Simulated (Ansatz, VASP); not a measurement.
Ag3F: VASP beside Ansatz

The input INCAR:

```
SYSTEM = Ag3F
  ALGO = Normal
  EDIFF = 1E-6
  ENCUT = 520
  GGA = PE
  ISIF = 2
  ISMEAR = 0
  LASPH = .True.
  LCHARG = .False.
  LREAL = .False.
  LWAVE = .False.
  NBANDS = 28
  NELM = 80
  PREC = Accurate
  SIGMA = 0.1
```

The input KPOINTS:

```
k-points
0
Gamma
  4 4 4
  0 0 0
```

File POSCAR:

```
Ag3F
1.0
    0.0000000000      3.6475800900      3.6475800900
    3.6475800900      0.0000000000      3.6475800900
    3.6475800900      3.6475800900      0.0000000000
Ag F
3 1
Direct
    0.2500000000      0.2500000000      0.2500000000
    0.7500000000      0.7500000000      0.7500000000
    0.5000000000      0.5000000000      0.5000000000
    0.0000000000      0.0000000000      0.0000000000
```

Input for Ansatz:

```yaml
crystal:
  lattice:
    - [0.0, 3.64758009, 3.64758009]
    - [3.64758009, 0.0, 3.64758009]
    - [3.64758009, 3.64758009, 0.0]
  atoms:
    - { symbol: Ag, position: [0.25, 0.25, 0.25] }
    - { symbol: Ag, position: [0.75, 0.75, 0.75] }
    - { symbol: Ag, position: [0.5, 0.5, 0.5] }
    - { symbol: F, position: [0.0, 0.0, 0.0] }
basis:
  ecutwfc: 420
kpoints:
  mp_grid: { grid: [4, 4, 4] }
hamiltonian:
  xc: pbe
scf:
  occupations: { method: gaussian, width: 0.1 }
  lower_state_search: "off"
output:
  forces: true
  stress: true
  eigenvalues: true
```

Change from the starting cell: species swapped into the SrCa3 type (Fm-3m, No. 225).

Alike in both runs: task single point; functional PBE; k mesh 4 × 4 × 4; occupations gaussian, width 0.1 eV; no spin polarisation.

|  | VASP | Ansatz |
| --- | --- | --- |
| version | VASP 6.6.1 | Ansatz 0.2.0 |
| potentials or method | VASP PAW PBE potentials, release 64 (Ag, F) | scalar-relativistic, plane waves, PAW |
| plane-wave cutoff (eV) | 520 | 420 |
| valence electrons in the cell | 40 | 64 |

VASP gave:

* gap on the k mesh at the Fermi level (eV): none
* pressure (GPa): -9.9

Question: Estimate Ansatz's values.

Answer: gap on the k mesh at the Fermi level (eV): none; pressure (GPa): -9.8.

A gap of «none» marks a metal or a gap that the smearing closes. The two sets of potentials don't hold the same shells in valence.

Caveats: the k mesh is coarse (spacing up to 0.37 Å⁻¹), so the values aren't converged.
